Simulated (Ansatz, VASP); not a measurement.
# Cross-check of Sn between VASP and Ansatz

Aim: how closely do two programs agree when they are given the same cell, functional and k mesh? The structure shown is the start of the Ansatz relaxation below; VASP solves that cell, so the two are compared at the walk's first step.

Method: plane waves, with VASP 6.6.1 beside it; single point at PBEsol, in Ansatz 0.2.0.

### 1. Starting point

The structure is trigonal, space group R-3m (No. 166). Conventional cell: a = 4.485 Å, b = 4.485 Å, c = 11.456 Å, α = 90.00°, β = 90.00°, γ = 120.00°. Sn has 4 Sn at 2.77 to 2.82 Å nearest.

Structure file:

```cif
data_structure
_symmetry_space_group_name_H-M 'R-3m:H'
_symmetry_Int_Tables_number 166
_cell_length_a 4.4853
_cell_length_b 4.4853
_cell_length_c 11.4555
_cell_angle_alpha 90.000
_cell_angle_beta 90.000
_cell_angle_gamma 120.000
_cell_volume 199.58
loop_
_atom_site_label
_atom_site_type_symbol
_atom_site_symmetry_multiplicity
_atom_site_Wyckoff_symbol
_atom_site_fract_x
_atom_site_fract_y
_atom_site_fract_z
_atom_site_occupancy
Sn1 Sn 6 c 0.66667 0.33333 0.21007 1
```

### 2. Ansatz: relaxation, PBEsol

Ansatz runs on its PAW soft_1 files.

The two programs are compared at the cell with which this relaxation starts, whose forces are those of its first step.

Contents of input.yaml:

```yaml
crystal:
  lattice:
    - [0.0902280567, 3.2618052417, 3.2618052417]
    - [3.2618052417, 0.0902280567, 3.2618052417]
    - [3.2618052417, 3.2618052417, 0.0902280567]
  atoms:
    - { symbol: Sn, position: [0.5017339869, 0.5017339869, 0.5017339869] }
    - { symbol: Sn, position: [0.7482660131, 0.7482660131, 0.7482660131] }
  conventional_axes: [[-1, 1, 0], [0, -1, 1], [1, 1, 1]]
kpoints:
  mp_grid: { grid: [12, 12, 12], shift: [0.5, 0.5, 0.5] }
hamiltonian:
  xc: pbesol
  pseudopotentials: { kind: paw, azcp: { folder: soft_1 }, xc_functional: pbe }
scf:
  occupations: { method: gaussian, width: 0.015 }
output:
  forces: true
  stress: true
  eigenvalues: true
relax:
  adjacent_minimum: "off"
  f_tol: 0.001
  max_steps: 60
  cell: { stress_tol: 0.01, fix: [a, b, angles] }
```

Command:

```
$ ansatz run input.yaml --threads 4 --pin off --max-ram 10240MiB --backend cpu --events-out ev --progress --plain --runs-dir out
```

Numbers of over 12 decimals in the logs are rounded to 6 here.

What it wrote:

```text
Engine: ansatz 0.2.0, x86_64-unknown-linux-gnu
Pseudopotentials: kind: paw
Pseudopotential: Sn, paw, valence charge 14, recommended cutoff 420 eV (normal), soft_1/Sn.paw.azcp
Functional definition: PBEsol
  exchange = pbesol_x
  correlation = pbesol_c
Crystal: 2 atoms, lattice volume = 66.528 Å³
Basis set: ecut = 420 eV, 1291 PW (Γ), exchange–correlation on 64×64×64 points (8 copies of the dense FFT grid, shifted against one another)
Bands: 18, of which v1, the nominal top of the filled ones, is band 14 counted from 1 (13 counted from 0)
Symmetry: 12 space group operations
Space group: R-3m (ITA 166), of the structure as read, at distance tolerance 4.1e-5 Å
k-points: 182 of 1728
Non-local potential: Sn, projectors of the file, l = 0: 2, l = 1: 2, l = 2: 2, l = 3: 1
PAW form: soft (Blöchl's): semilocal exchange-correlation on the pseudo side does not see the compensation charge
PAW frozen core: Sn, regenerated for the run's functional, and the local potential with it (the file was generated under x = pbe(κ = 0.804, μ = 0.219515), c = pbe(β = 0.066725))
PAW one-centre angular grid: Sn, 590 points (default); XC on 64 Gauss nodes
Initial density: superposition of atomic densities (chi_scale 0.1, normalization cell)
Initial wavefunctions: pseudopotential atomic-orbital guess
Functional: x = pbesol(κ = 0.804, μ = 0.123457), c = pbesol(β = 0.046)
SCF iter   1: F=—  HF=-11899.682584 eV  |F-HF|=—  |Δ(HF+E_count)|=         —  Δρ=2.27e-2  dr2=3.59e-1  ethr=3.10e-3  ⟨swp⟩=6.1  Hψ=18299  notcnv=0
preconditioner: auto → none  [insulator: Δε(μ)=0.028 eV  Ē_g=20.052 eV  σ=0.015 eV  W_gap=0.81  n_scr=14 (ndim 8)  ℏωp=24.1 eV  f_vac=0.002  D(μ)=0.18/eV (n_scr^D=0)  ε∞_Penn≈2.4]
SCF iter   2: F=—  HF=-11899.613938 eV  |F-HF|=—  |Δ(HF+E_count)|=   6.86e-2  Δρ=1.02e-2  dr2=6.44e-2  ethr=1.28e-3  ⟨swp⟩=2.0  Hψ=5451  notcnv=0
SCF iter   3: F=—  HF=-11899.606772 eV  |F-HF|=—  |Δ(HF+E_count)|=   7.17e-3  Δρ=1.16e-3  dr2=7.42e-4  ethr=2.30e-4  ⟨swp⟩=2.4  Hψ=4734  notcnv=0
SCF iter   4: F=—  HF=-11899.606841 eV  |F-HF|=—  |Δ(HF+E_count)|=   6.93e-5  Δρ=4.66e-4  dr2=6.50e-5  ethr=2.65e-6  ⟨swp⟩=2.0  Hψ=6554  notcnv=0
SCF iter   5: F=—  HF=-11899.606851 eV  |F-HF|=—  |Δ(HF+E_count)|=   1.02e-5  Δρ=8.13e-5  dr2=2.59e-6  ethr=2.32e-7  ⟨swp⟩=3.0  Hψ=5834  notcnv=0
SCF iter   6: F=—  HF=-11899.606852 eV  |F-HF|=—  |Δ(HF+E_count)|=   1.03e-6  Δρ=1.18e-5  dr2=1.06e-7  ethr=9.25e-9  ⟨swp⟩=2.1  Hψ=5614  notcnv=0
SCF iter   7: F=-11899.606852 eV  HF=-11899.606852 eV  |F-HF|=4.58e-9  |Δ(HF+E_count)|=   2.11e-8  Δρ=2.33e-6  dr2=2.22e-9  ethr=3.57e-10  ⟨swp⟩=6.0  Hψ=15295  notcnv=0
SCF 1 converged in 7 iterations: F = -11899.606852 eV  dr2 = 2.22e-9
  greatest PAW one-centre occupation: 0.991 electrons in one spin orbital (limit 2), on the Sn atom at site 1 (counted from 0), in its partial waves of l = 2
relax step   1: F+E_penalty+E_count = -11899.60685241 eV  Δ(F+E_penalty+E_count) = +0.000e0 eV  max|allowed force component| = 6.755e-2 eV/Å  Δτ_max = 0.0000 Å  P = +2.352 GPa  Ω = 66.528 Å³  fix = [a, b, alpha, beta, gamma]  reactions: a +3.410, b +3.410 GPa  (7 SCF iters, dr2 threshold 1.00e-7 eV, accepted)
[...]
relax step   2: F+E_penalty+E_count = -11899.60590133 eV  Δ(F+E_penalty+E_count) = +9.511e-4 eV  max|allowed force component| = 1.232e-1 eV/Å  Δτ_max = 0.0254 Å  P = +1.851 GPa  Ω = 67.096 Å³  energy of the carried Pulay correction = -2.530e-5 eV  fix = [a, b, alpha, beta, gamma]  (4 SCF iters, dr2 threshold 2.00e-7 eV, rejected (line search))
[...]
relax step   3: F+E_penalty+E_count = -11899.60848211 eV  Δ(F+E_penalty+E_count) = -1.630e-3 eV  max|allowed force component| = 1.139e-2 eV/Å  Δτ_max = 0.0092 Å  P = +2.128 GPa  Ω = 66.804 Å³  energy of the carried Pulay correction = -1.230e-5 eV  fix = [a, b, alpha, beta, gamma]  reactions: a +3.079, b +3.079 GPa  (8 SCF iters, accepted)
[...]
relax step   4: F+E_penalty+E_count = -11899.60851583 eV  Δ(F+E_penalty+E_count) = -3.373e-5 eV  max|allowed force component| = 5.226e-3 eV/Å  Δτ_max = 0.0036 Å  P = +1.835 GPa  Ω = 67.182 Å³  energy of the carried Pulay correction = -2.908e-5 eV  fix = [a, b, alpha, beta, gamma]  reactions: a +2.890, b +2.890 GPa  (4 SCF iters, dr2 threshold 1.29e-7 eV, accepted)
[...]
relax step   5: F+E_penalty+E_count = -11899.60867159 eV  Δ(F+E_penalty+E_count) = -1.558e-4 eV  max|allowed force component| = 9.561e-5 eV/Å  Δτ_max = 0.0008 Å  P = +1.970 GPa  Ω = 67.001 Å³  energy of the carried Pulay correction = -2.107e-5 eV  fix = [a, b, alpha, beta, gamma]  reactions: a +2.955, b +2.955 GPa  (3 SCF iters, dr2 threshold 1.91e-7 eV, accepted)
[...]
relax step   6: F+E_penalty+E_count = -11899.60869361 eV  Δ(F+E_penalty+E_count) = -2.202e-5 eV  max|allowed force component| = 7.023e-5 eV/Å  Δτ_max = 0.0000 Å  P = +1.970 GPa  Ω = 67.001 Å³  fix = [a, b, alpha, beta, gamma]  reactions: a +2.954, b +2.954 GPa  stress off target by 1.89e-3 GPa on what of the cell is left free  SCF on the basis re-selected at this cell (its energy is not comparable with the rows above)  (5 SCF iters)
basis re-selected at this cell: Δ(F+E_penalty+E_count) = -2.202e-5 eV, ΔP = -0.000 GPa vs the last step (what re-selecting the basis moved, of the pressure what is left beyond the Pulay correction that the steps carried, after the strain that the cell walked since its last selection, with what the two solves' SCF thresholds leave and, on support functions, any second-order correction that the steps lacked; it is no m [...]
SCF converged after 5 iterations
Free energy (F): -11899.608694 eV
Harris-Foulkes:  -11899.608694 eV  (|F-HF|=5.28e-11)
Internal energy: -11899.608666 eV  (E = F + TS)
E sigma→0 (E₀):  -11899.608680 eV
Entropy (-TS):   -0.000028 eV (-0.014 meV/atom)
Fermi energy:    8.050566 eV
--- Per-component energies (eV) ---
  E_band       = -243.719621
  E_kinetic    = 337.913683
  E_local      = -2596.319504  (includes V_loc(G=0)·N_el)
  E_nonlocal   = 294.009162
  E_hartree    = 1265.236972
  E_xc         = -249.448704
  E_vxc        = -160.958470  (∫ρ·V_xc dr)
  E_paw        = -8592.784140  (= ΣΔE_a)
  E_vpaw       = -648.838987  (= ΣTr[D̂ρ^β])
  E_aug_tail   = 0.000574  (compensation charges beyond the density's cutoff)
  E_ewald      = -2358.786388
  E_core_change = 0.569679  (= ΣΔE_core)
  E_smearing   = -0.000028  (= −TS)
  E_closure    = -0.000000  (closes the sum)
  Σ components = -11899.608694   (vs F -11899.608694, Δ=0.00e0)
--- Forces (eV/Å), atoms counted from 1 ---
  atom   1  Sn    -0.00007023    -0.00007023    -0.00007023
  atom   2  Sn     0.00007023     0.00007023     0.00007023
  max |Σ_I F_I| component: 4.62e-18 eV/Å
--- Stress (GPa, compression-positive) ---
        1.970144      -0.984129      -0.984129
       -0.984129       1.970144      -0.984129
       -0.984129      -0.984129       1.970144
  P = ⅓ Tr σ = 1.9701 GPa (19.701 kbar)
--- Band table (eV; the first three rows and the last of 182) ---
  k-point 0: bands = [... 10 lower, -2.7636, 6.8603, 8.1681, 8.1904, 8.1904, 10.0705, 10.2882, 10.2882]
  k-point 1: bands = [... 10 lower, -2.6718, 6.1055, 7.5038, 8.1013, 8.7227, 10.3907, 10.3952, 10.6971]
  k-point 2: bands = [... 10 lower, -2.4422, 4.9691, 6.9960, 7.7882, 8.6842, 10.7302, 10.8661, 11.5937]
  k-point 181: bands = [... 10 lower, -1.2130, 1.5120, 6.3852, 6.9569, 9.0335, 11.2574, 11.5934, 13.9980]
--- Relaxed structure (5 steps of the walk, 4 accepted, 1 SCFs on fresh bases) ---
  F+E_penalty+E_count = -11899.60869361 eV   max|allowed force component| = 7.023e-5 eV/Å   (the final SCF, on the basis selected at the relaxed cell)
  cell:  # Å, volume = 67.0009 Å³
    - [0.105900, 3.277477, 3.277477]
    - [3.277477, 0.105900, 3.277477]
    - [3.277477, 3.277477, 0.105900]
  atoms:
    - { symbol: Sn, position: [0.502781, 0.502781, 0.502781] }
    - { symbol: Sn, position: [0.747219, 0.747219, 0.747219] }
```

In the SCF lines HF is the Harris–Foulkes energy and dr2 the Hartree energy of the density residual, in eV; the loop may stop once dr2 is under the threshold and the program's other checks hold. Hψ counts applications of the Hamiltonian.

[end of part 1 of 5]

[Lines on the potential files, build, host, timing and source positions are cut from VASP's logs without a mark.]

[Logs are printed without paths, hosts, clocks, repeated set-up lines and the standing remarks that a program may print on its own settings, such as how far it seeks lower states.]

[Hosts, paths, dates, database ids (printed as entryN), source tags and the programs' standing remarks are cut or masked in the printed files.]
